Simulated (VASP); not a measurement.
Output of a VASP run:

### OUTCAR
```
 ion  position               nearest neighbor table
   1  0.000  0.000  0.000-
   2  0.500  0.500  0.500-
  LATTYP: Found a face centered cubic cell.
 ALAT       =     5.6400000000
 Subroutine PRICEL returns:
 Original cell was already a primitive cell.
 Subroutine GETGRP returns: Found 48 space group operations
The static configuration has the point symmetry O_h .
The dynamic configuration has the point symmetry O_h .
 Subroutine INISYM returns: Found 48 space group operations
 Subroutine IBZKPT returns following result:
 Found     20 irreducible k-points:

 Following reciprocal coordinates:
            Coordinates               Weight
  0.000000  0.000000  0.000000      1.000000
  0.142857  0.000000  0.000000      8.000000
  0.285714  0.000000  0.000000      8.000000
  0.428571  0.000000  0.000000      8.000000
  0.142857  0.142857  0.000000      6.000000
  0.285714  0.142857  0.000000     24.000000
  0.428571  0.142857  0.000000     24.000000
 -0.428571  0.142857  0.000000     24.000000
 -0.285714  0.142857  0.000000     24.000000
 -0.142857  0.142857  0.000000     12.000000
  0.285714  0.285714  0.000000      6.000000
  0.428571  0.285714  0.000000     24.000000
 -0.428571  0.285714  0.000000     24.000000
 -0.285714  0.285714  0.000000     12.000000
  0.428571  0.428571  0.000000      6.000000
 -0.428571  0.428571  0.000000     12.000000
  0.428571  0.285714  0.142857     24.000000
 -0.428571  0.285714  0.142857     48.000000
 -0.428571  0.428571  0.142857     24.000000
 -0.285714  0.428571  0.142857     24.000000
   k-points           NKPTS =     20   k-points in BZ     NKDIM =     20   number of bands    NBANDS=     11
   number of dos      NEDOS =    301   number of ions     NIONS =      2
   total plane-waves  NPLWV =  21952
   dimension x,y,z NGX =    28 NGY =   28 NGZ =   28
   dimension x,y,z NGXF=    56 NGYF=   56 NGZF=   56
   ions per type =               1   1
   PREC   = accura    normal or accurate (medium, high low for compatibility)
   ISTART =      0    job   : 0-new  1-cont  2-samecut
   ICHARG =      2    charge: 1-file 2-atom 10-const
   ISPIN  =      1    spin polarized calculation?
   LNONCOLLINEAR =      F non collinear calculations
   LSORBIT =      F    spin-orbit coupling
   INIWAV =      1    electr: 0-lowe 1-rand  2-diag
   ENCUT  =  400.0 eV  29.40 Ry    5.42 a.u.   6.50  6.50  6.50*2*pi/ulx,y,z
   NELM   =    100;   NELMIN=  2; NELMDL= -5     # of ELM steps
   EDIFF  = 0.1E-05   stopping-criterion for ELM
   LREAL  =      F    real-space projection
   NLSPLINE    = F    spline interpolate recip. space projectors
   LMAXMIX     =    2 max onsite mixed and CHGCAR
   VOSKOWN=      0    Vosko Wilk Nusair interpolation
   EDIFFG = -.1E-01   stopping-criterion for IOM
   NSW    =     60    number of steps for IOM
   NBLOCK =      1;   KBLOCK =     60    inner block; outer block
   IBRION =      2    ionic relax: 0-MD 1-quasi-New 2-CG
   NFREE  =      1    steps in history (QN), initial steepest desc. (CG)
   ISIF   =      3    stress and relaxation
   ISYM   =      2    0-nonsym 1-usesym 2-fastsym
   TEIN   =    0.0    initial temperature
   TEBEG  =    0.0;   TEEND  =   0.0 temperature during run
   SMASS  =  -3.00    Nose mass-parameter (am)
   PSTRESS=    0.0 pullay stress
   NELECT =      14.0000    total number of electrons
   EFERMI =   0.00;   METHOD = LEGACY
   ISMEAR =     0;   SIGMA  =   0.05  broadening in eV -4-tet -1-fermi 0-gaus
   IALGO  =     38    algorithm
   LDIAG  =      T    sub-space diagonalisation (order eigenvalues)
   IMIX   =      4    mixing-type and parameters
     AMIX     =   0.40;   BMIX     =  1.00
     AMIX_MAG =   1.60;   BMIX_MAG =  1.00
     AMIN     =   0.10
   METAGGA = R2SCAN    functional components
   VOSKOWN =     0    Vosko Wilk Nusair interpolation
   LHFCALC =     F    Hartree Fock is set to
   LHFONE  =     F    Hartree Fock one center treatment
...
```

File OSZICAR:
```
...
DAV:   8    -0.137905661169E+02   -0.79487E-05   -0.37533E-06   440   0.265E-02    0.238E-03
DAV:   9    -0.137905633299E+02    0.27870E-05   -0.17106E-06   464   0.129E-02    0.615E-04
DAV:  10    -0.137905753311E+02   -0.12001E-04   -0.29280E-07   436   0.852E-03    0.441E-04
DAV:  11    -0.137905759617E+02   -0.63060E-06   -0.13985E-08   220   0.174E-03
   2 F= -.13790576E+02 E0= -.13790576E+02  d E =-.390548E-02
       N       E                     dE             d eps       ncg     rms          rms(c)
DAV:   1    -0.137944935505E+02   -0.39182E-02   -0.85749E-02   497   0.467E+00    0.398E-01
DAV:   2    -0.137916889171E+02    0.28046E-02   -0.39831E-03   455   0.747E-01    0.168E-01
DAV:   3    -0.137910820196E+02    0.60690E-03   -0.12989E-03   473   0.442E-01    0.736E-02
DAV:   4    -0.137912121238E+02   -0.13010E-03   -0.21400E-04   440   0.225E-01    0.181E-02
DAV:   5    -0.137910560701E+02    0.15605E-03   -0.14778E-04   440   0.186E-01    0.682E-03
DAV:   6    -0.137911495753E+02   -0.93505E-04   -0.33428E-05   440   0.743E-02    0.326E-03
DAV:   7    -0.137911364539E+02    0.13121E-04   -0.57676E-06   440   0.267E-02    0.211E-03
DAV:   8    -0.137911388173E+02   -0.23634E-05   -0.40634E-07   440   0.865E-03    0.800E-04
DAV:   9    -0.137911383680E+02    0.44929E-06   -0.18198E-07   226   0.438E-03
   3 F= -.13791138E+02 E0= -.13791138E+02  d E =-.446788E-02
       N       E                     dE             d eps       ncg     rms          rms(c)
DAV:   1    -0.138047449133E+02   -0.13606E-01   -0.34362E-01   494   0.932E+00    0.803E-01
DAV:   2    -0.137932854664E+02    0.11459E-01   -0.15802E-02   455   0.150E+00    0.338E-01
DAV:   3    -0.137910362290E+02    0.22492E-02   -0.52794E-03   473   0.895E-01    0.150E-01
DAV:   4    -0.137910719853E+02   -0.35756E-04   -0.82484E-04   440   0.440E-01    0.359E-02
DAV:   5    -0.137909655584E+02    0.10643E-03   -0.56692E-04   440   0.364E-01    0.132E-02
DAV:   6    -0.137911207338E+02   -0.15518E-03   -0.13546E-04   440   0.150E-01    0.652E-03
DAV:   7    -0.137911026849E+02    0.18049E-04   -0.22072E-05   440   0.526E-02    0.425E-03
DAV:   8    -0.137911077932E+02   -0.51083E-05   -0.15750E-06   440   0.174E-02    0.160E-03
DAV:   9    -0.137911064866E+02    0.13065E-05   -0.81739E-07   464   0.908E-03    0.409E-04
DAV:  10    -0.137911141074E+02   -0.76207E-05   -0.11473E-07   226   0.551E-03    0.295E-04
DAV:  11    -0.137911145947E+02   -0.48733E-06   -0.96621E-09   220   0.155E-03
   4 F= -.13791115E+02 E0= -.13791115E+02  d E =-.444411E-02
       N       E                     dE             d eps       ncg     rms          rms(c)
DAV:   1    -0.137967952334E+02   -0.56811E-02   -0.13672E-01   494   0.597E+00    0.496E-01
DAV:   2    -0.137921438003E+02    0.46514E-02   -0.63064E-03   455   0.943E-01    0.211E-01
DAV:   3    -0.137914314635E+02    0.71234E-03   -0.20806E-03   476   0.563E-01    0.904E-02
DAV:   4    -0.137911022935E+02    0.32917E-03   -0.36712E-04   440   0.293E-01    0.223E-02
DAV:   5    -0.137914208732E+02   -0.31858E-03   -0.26518E-04   440   0.247E-01    0.880E-03
DAV:   6    -0.137912900065E+02    0.13087E-03   -0.51689E-05   440   0.933E-02    0.393E-03
DAV:   7    -0.137913144371E+02   -0.24431E-04   -0.88034E-06   440   0.333E-02    0.272E-03
DAV:   8    -0.137913132622E+02    0.11750E-05   -0.65365E-07   440   0.109E-02    0.895E-04
DAV:   9    -0.137913136508E+02   -0.38866E-06   -0.26372E-07   364   0.533E-03
   5 F= -.13791314E+02 E0= -.13791314E+02  d E =-.464317E-02
```

### OUTCAR
```
------------------------ aborting loop because EDIFF is reached ----------------------------------------
  FORCE on cell =-STRESS in cart. coord.  units (eV):
  Direction    XX          YY          ZZ          XY          YZ          ZX
  --------------------------------------------------------------------------------------
  Total        0.0018690      0.0018690      0.0018690      0.0000000      0.0000000     -0.0000000
  in kB        0.0688732      0.0688732      0.0688732      0.0000000      0.0000000     -0.0000000
  external PRESSURE =       0.0688732 kB  Pullay stress =       0.0000000 kB
  volume of cell :       43.48
      direct lattice vectors                 reciprocal lattice vectors
     0.000000000  2.790920310  2.790920310    -0.179152374  0.179152374  0.179152374
     2.790920310  0.000000000  2.790920310     0.179152374 -0.179152374  0.179152374
     2.790920310  2.790920310 -0.000000000     0.179152374  0.179152374 -0.179152374
  FREE ENERGIE OF THE ION-ELECTRON SYSTEM (eV)
  ---------------------------------------------------
  free  energy   TOTEN  =       -13.7913136508 eV

  energy  without entropy=      -13.7913136508  energy(sigma->0) =      -13.79131365

 reached required accuracy - stopping structural energy minimisation
```
(Selected blocks of OUTCAR.)

POSCAR:
```
NaCl
1
    0.0000000000     2.8200000000     2.8200000000
    2.8200000000     0.0000000000     2.8200000000
    2.8200000000     2.8200000000     0.0000000000
Na Cl
1 1
Direct
  0.0000000000   0.0000000000   0.0000000000
  0.5000000000   0.5000000000   0.5000000000
```

Reconstruct the remaining input files.

This is not unique; one that fits is the input of the run itself, r2SCAN meta-GGA, plane waves, VASP's PBE PAW potentials (set 64).

### INCAR
```
SYSTEM=NaCl
PREC=Accurate; ENCUT=400; LREAL=.FALSE.
LASPH=.TRUE.
EDIFF=1E-6; NELM=100; ALGO=Normal
LMIXTAU=.TRUE.
ISMEAR=0; SIGMA=0.05
METAGGA=R2SCAN
IBRION=2; NSW=60; ISIF=3
EDIFFG=-0.01
LWAVE=.FALSE.; LCHARG=.FALSE.
```

**KPOINTS**
```
Automatic mesh
0
Gamma
7 7 7
0 0 0
```

POTCAR, in this order: Na_pv Cl (PBE.64 set). Program: vasp_std.

Energy and stress use the plane-wave basis of the starting cell.

The compound is NaCl in the rock salt structure. This run relaxes it. Symmetry was kept, so distortions that lower it aren't found.
